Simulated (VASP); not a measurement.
All values below come from LDA (Ceperley-Alder, Perdew-Zunger), VASP's LDA PAW potentials (set 64) (plane waves; VASP).

Input for VASP

### INCAR
```
ALGO = Normal
EDIFF = 1E-7
ENCUT = 400
IBRION = 6
ISIF = 2
ISMEAR = 1
LASPH = .True.
LCHARG = .False.
LMAXMIX = 4
LPHON_DISPERSION = .True.
LREAL = .False.
LWAVE = .False.
NELM = 100
NFREE = 2
NSW = 1
POTIM = 0.015
PREC = Accurate
SIGMA = 0.1
SYSTEM = As
```

File KPOINTS:
```
Automatic mesh
0
Gamma
3 3 3
0 0 0
```

### POSCAR
```
As
1
   10.5046182633    -5.6498619033    -0.1715413191
   10.5046182633     5.6498619033    -0.1715413191
    7.6185606510     0.0000000000     9.1790462574
As
54
Direct
  0.0769304856   0.0769304856   0.0769304856
  0.0769304856   0.0769304856   0.4102638190
  0.0769304856   0.0769304856   0.7435971523
  0.0769304856   0.4102638190   0.0769304856
  0.0769304856   0.4102638190   0.4102638190
  0.0769304856   0.4102638190   0.7435971523
  0.0769304856   0.7435971523   0.0769304856
  0.0769304856   0.7435971523   0.4102638190
  0.0769304856   0.7435971523   0.7435971523
  0.4102638190   0.0769304856   0.0769304856
  0.4102638190   0.0769304856   0.4102638190
  0.4102638190   0.0769304856   0.7435971523
  0.4102638190   0.4102638190   0.0769304856
  0.4102638190   0.4102638190   0.4102638190
  0.4102638190   0.4102638190   0.7435971523
  0.4102638190   0.7435971523   0.0769304856
  0.4102638190   0.7435971523   0.4102638190
  0.4102638190   0.7435971523   0.7435971523
  0.7435971523   0.0769304856   0.0769304856
  0.7435971523   0.0769304856   0.4102638190
  0.7435971523   0.0769304856   0.7435971523
  0.7435971523   0.4102638190   0.0769304856
  0.7435971523   0.4102638190   0.4102638190
  0.7435971523   0.4102638190   0.7435971523
  0.7435971523   0.7435971523   0.0769304856
  0.7435971523   0.7435971523   0.4102638190
  0.7435971523   0.7435971523   0.7435971523
  0.2564028477   0.2564028477   0.2564028477
  0.2564028477   0.2564028477   0.5897361810
  0.2564028477   0.2564028477   0.9230695144
  0.2564028477   0.5897361810   0.2564028477
  0.2564028477   0.5897361810   0.5897361810
  0.2564028477   0.5897361810   0.9230695144
  0.2564028477   0.9230695144   0.2564028477
  0.2564028477   0.9230695144   0.5897361810
  0.2564028477   0.9230695144   0.9230695144
  0.5897361810   0.2564028477   0.2564028477
  0.5897361810   0.2564028477   0.5897361810
  0.5897361810   0.2564028477   0.9230695144
  0.5897361810   0.5897361810   0.2564028477
  0.5897361810   0.5897361810   0.5897361810
  0.5897361810   0.5897361810   0.9230695144
  0.5897361810   0.9230695144   0.2564028477
  0.5897361810   0.9230695144   0.5897361810
  0.5897361810   0.9230695144   0.9230695144
  0.9230695144   0.2564028477   0.2564028477
  0.9230695144   0.2564028477   0.5897361810
  0.9230695144   0.2564028477   0.9230695144
  0.9230695144   0.5897361810   0.2564028477
  0.9230695144   0.5897361810   0.5897361810
  0.9230695144   0.5897361810   0.9230695144
  0.9230695144   0.9230695144   0.2564028477
  0.9230695144   0.9230695144   0.5897361810
  0.9230695144   0.9230695144   0.9230695144
```

QPOINTS:
```
k-points along high-symmetry lines
11
Line-mode
Cartesian
  0.000000   0.000000   0.000000 ! GAMMA
  0.143518   0.000000   0.044297 ! T

  0.143518   0.000000   0.044297 ! T
  0.143518  -0.143273   0.044297 ! H_2

  0.039226  -0.193857   0.042671 ! H_0
  0.070442  -0.132747  -0.058467 ! L

  0.070442  -0.132747  -0.058467 ! L
  0.000000   0.000000   0.000000 ! GAMMA

  0.000000   0.000000   0.000000 ! GAMMA
  0.000000  -0.193857  -0.000000 ! S_0

  0.091372  -0.168565   0.043484 ! S_2
  0.073075  -0.132747   0.102764 ! F

  0.073075  -0.132747   0.102764 ! F
  0.000000   0.000000   0.000000 ! GAMMA
```

POTCAR, in this order: As (LDA.64 set). Program: vasp_std.

The resulting files:

### OSZICAR
```
       N       E                     dE             d eps       ncg     rms          rms(c)
DAV:   1     0.105822327598E+04    0.10582E+04   -0.93316E+04  1956   0.114E+03
DAV:   2    -0.166931326123E+03   -0.12252E+04   -0.11810E+04  2309   0.199E+02
DAV:   3    -0.287882775235E+03   -0.12095E+03   -0.11725E+03  2376   0.598E+01
DAV:   4    -0.292345399657E+03   -0.44626E+01   -0.43742E+01  2384   0.108E+01
DAV:   5    -0.292522192611E+03   -0.17679E+00   -0.17552E+00  2461   0.175E+00    0.189E+01
DAV:   6    -0.291803078397E+03    0.71911E+00   -0.25621E-01  2328   0.951E-01    0.112E+01
DAV:   7    -0.291418709017E+03    0.38437E+00   -0.39352E-01  2328   0.123E+00    0.367E-01
DAV:   8    -0.291418824168E+03   -0.11515E-03   -0.11978E-02  2296   0.212E-01    0.111E-01
DAV:   9    -0.291418950341E+03   -0.12617E-03   -0.97432E-04  2504   0.533E-02    0.275E-02
DAV:  10    -0.291418934523E+03    0.15818E-04   -0.49874E-05  2312   0.135E-02    0.127E-02
DAV:  11    -0.291418934467E+03    0.55510E-07   -0.11511E-05  2480   0.572E-03    0.170E-03
DAV:  12    -0.291418934544E+03   -0.76363E-07   -0.60460E-07  2296   0.157E-03
   1 F= -.29141893E+03 E0= -.29141758E+03  d E =-.405706E-02
 Found     1 degrees of freedom:
       N       E                     dE             d eps       ncg     rms          rms(c)
DAV:   1    -0.291417316205E+03    0.16183E-02   -0.10302E-01  3442   0.596E-01    0.874E-02
DAV:   2    -0.291417859381E+03   -0.54318E-03   -0.64988E-03  3904   0.134E-01    0.264E-02
DAV:   3    -0.291417860828E+03   -0.14473E-05   -0.14758E-04  4096   0.230E-02    0.146E-02
DAV:   4    -0.291417858563E+03    0.22650E-05   -0.15647E-05  3936   0.730E-03    0.695E-03
DAV:   5    -0.291417858257E+03    0.30571E-06   -0.18128E-06  3848   0.270E-03    0.313E-03
DAV:   6    -0.291417858268E+03   -0.10157E-07   -0.20301E-07  2584   0.938E-04
   2 F= -.29141786E+03 E0= -.29141649E+03  d E =-.409175E-02
       N       E                     dE             d eps       ncg     rms          rms(c)
DAV:   1    -0.291416504187E+03    0.13541E-02   -0.34715E-01  3334   0.107E+00    0.176E-01
DAV:   2    -0.291418395487E+03   -0.18913E-02   -0.22635E-02  3904   0.246E-01    0.531E-02
DAV:   3    -0.291418398530E+03   -0.30437E-05   -0.51467E-04  4128   0.434E-02    0.290E-02
DAV:   4    -0.291418390860E+03    0.76704E-05   -0.58759E-05  3912   0.139E-02    0.131E-02
DAV:   5    -0.291418389727E+03    0.11330E-05   -0.54644E-06  3936   0.474E-03    0.572E-03
DAV:   6    -0.291418389744E+03   -0.17591E-07   -0.76494E-07  3952   0.173E-03
   3 F= -.29141839E+03 E0= -.29141705E+03  d E =-.402649E-02
```

File OUTCAR:
```
------------------------ aborting loop because EDIFF is reached ----------------------------------------
  FORCE on cell =-STRESS in cart. coord.  units (eV):
  Direction    XX          YY          ZZ          XY          YZ          ZX
  --------------------------------------------------------------------------------------
  Total       -0.6310788      0.4617237      0.3565961      0.0000000      0.0000000     -0.3670498
  in kB       -0.9155913      0.6698850      0.5173622      0.0000000      0.0000000     -0.5325287
  external PRESSURE =       0.0905520 kB  Pullay stress =       0.0000000 kB
  volume of cell :     1104.31
      direct lattice vectors                 reciprocal lattice vectors
    10.504618263 -5.649861903 -0.171541319     0.046961600 -0.088497738 -0.038977884
    10.504618263  5.649861903 -0.171541319     0.046961600  0.088497738 -0.038977884
     7.618560651  0.000000000  9.179046257     0.001755271  0.000000000  0.107486915
 POSITION                                       TOTAL-FORCE (eV/Angst)
 -----------------------------------------------------------------------------------
      2.18735      0.00000      0.67975         0.091100      0.000000     -0.005973
      4.74187      0.00000      3.73944        -0.018525      0.000000     -0.006416
      7.28139      0.00000      6.79912        -0.018605      0.000000     -0.006357
      5.70389      1.88329      0.62257        -0.019131     -0.001295     -0.005724
      8.24341      1.88329      3.68226        -0.018301      0.000241     -0.005344
     10.78293      1.88329      6.74194        -0.012444     -0.004951     -0.004010
      9.20543      3.76657      0.56539        -0.019287     -0.001262     -0.005805
     11.74495      3.76657      3.62508        -0.012440     -0.005182     -0.004423
     14.28447      3.76657      6.68476        -0.018298     -0.000111     -0.005554
      5.70389     -1.88329      0.62257        -0.019131      0.001295     -0.005724
      8.24341     -1.88329      3.68226        -0.018301     -0.000241     -0.005344
     10.78293     -1.88329      6.74194        -0.012444      0.004951     -0.004010
      9.20543      0.00000      0.56539        -0.018296      0.000000     -0.005609
     11.74495      0.00000      3.62508        -0.017795      0.000000     -0.005264
     14.28447      0.00000      6.68476        -0.022401      0.000000      0.000849
     12.70697      1.88329      0.50821        -0.015280      0.000464     -0.001442
     15.24649      1.88329      3.56790        -0.019062      0.003408     -0.007258
     17.78601      1.88329      6.62758        -0.019071     -0.000635     -0.005566
      9.20543     -3.76657      0.56539        -0.019287      0.001262     -0.005805
     11.74495     -3.76657      3.62508        -0.012440      0.005182     -0.004423
     14.28447     -3.76657      6.68476        -0.018298      0.000111     -0.005554
     12.70697     -1.88329      0.50821        -0.015280     -0.000464     -0.001442
     15.24649     -1.88329      3.56790        -0.019062     -0.003408     -0.007258
     17.78601     -1.88329      6.62758        -0.019071      0.000635     -0.005566
     16.20851      0.00000      0.45103        -0.018271      0.000000     -0.005173
     18.74803      0.00000      3.51072        -0.022396      0.000000     -0.002430
     21.28755      0.00000      6.57040        -0.017738      0.000000     -0.005250
      7.34025      0.00000      2.26557         0.017999      0.000000      0.005386
      9.87977      0.00000      5.32525         0.017526      0.000000      0.005168
     12.41929      0.00000      8.38493         0.016271      0.000000      0.003978
     10.84179      1.88329      2.20839         0.017393     -0.000183      0.005322
     13.38131      1.88329      5.26807         0.016374      0.001166      0.005048
     15.92083      1.88329      8.32775         0.018453      0.000587      0.005370
     14.34333      3.76657      2.15121         0.015887      0.000098      0.004754
     16.88285      3.76657      5.21089         0.018093      0.000128      0.005844
     19.42237      3.76657      8.27057        -0.008913     -0.019273     -0.010572
     10.84179     -1.88329      2.20839         0.017393      0.000183      0.005322
     13.38131     -1.88329      5.26807         0.016374     -0.001166      0.005048
     15.92083     -1.88329      8.32775         0.018453     -0.000587      0.005370
     14.34333      0.00000      2.15121         0.017129      0.000000      0.004170
     16.88285      0.00000      5.21089         0.021772      0.000000      0.004103
     19.42237      0.00000      8.27057         0.016846      0.000000      0.003782
     17.84487      1.88329      2.09402         0.018529     -0.000451      0.005296
     20.38439      1.88329      5.15371         0.015832     -0.001673      0.004939
     22.92391      1.88329      8.21339         0.018468      0.000068      0.005559
     14.34333     -3.76657      2.15121         0.015887     -0.000098      0.004754
     16.88285     -3.76657      5.21089         0.018093     -0.000128      0.005844
     19.42237     -3.76657      8.27057        -0.008913      0.019273     -0.010572
     17.84487     -1.88329      2.09402         0.018529      0.000451      0.005296
     20.38439     -1.88329      5.15371         0.015832      0.001673      0.004939
     22.92391     -1.88329      8.21339         0.018468     -0.000068      0.005559
     21.34641      0.00000      2.03684        -0.035008      0.000000      0.030847
     23.88593      0.00000      5.09653         0.018424      0.000000      0.005746
     26.42545      0.00000      8.15621         0.018367      0.000000      0.005573
 -----------------------------------------------------------------------------------
    total drift:                                0.000065      0.000000      0.000027
  FREE ENERGIE OF THE ION-ELECTRON SYSTEM (eV)
  ---------------------------------------------------
  free  energy   TOTEN  =      -291.4183897445 eV

  energy  without entropy=     -291.4143632528  energy(sigma->0) =     -291.41704758
```
(Selected blocks of OUTCAR.)

The cell is a supercell, built from As (a7).
